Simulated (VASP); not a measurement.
A run of VASP 6.6.1:

File INCAR:

```
SYSTEM = BaSr
ALGO = Fast
EDIFF = 1E-6
ENCUT = 520
ISIF = 2
ISMEAR = 0
LASPH = .TRUE.
LCHARG = .TRUE.
LELF = .TRUE.
LREAL = .FALSE.
LVHAR = .TRUE.
LWAVE = .FALSE.
NBANDS = 17
NELM = 100
PREC = Accurate
SIGMA = 0.1
```

KPOINTS

```
k-points
0
G
  4 4 4
  0 0 0
```

The input POSCAR:

```
BaSr
1.0
    2.5086023700     -3.4657214600      0.0000000000
    2.5086023700      3.4657214600      0.0000000000
    0.0000000000      0.0000000000      6.9208264000
Ba Sr
1 1
Direct
    0.0000000000      0.0000000000      0.0000000000
    0.5000000000      0.5000000000      0.5000000000
```

Potentials or basis: VASP PAW LDA potentials, release 64 (Ba_sv, Sr_sv).

Command:

```sh
$ cat potpaw_LDA.64/Ba_sv/POTCAR potpaw_LDA.64/Sr_sv/POTCAR > POTCAR
$ mpirun -np 1 vasp_std > vasp.out
```

Hardware: 1 thread of Intel(R) Xeon(R) Platinum 8559C (Emerald Rapids) (shared host).

Question: Estimate the wall time of this run.

Answer: Run time: 40 s on 1 thread of Intel(R) Xeon(R) Platinum 8559C (Emerald Rapids), on a shared host, peak memory 0.21 GiB. Counts: scf iterations 20, k points 21.
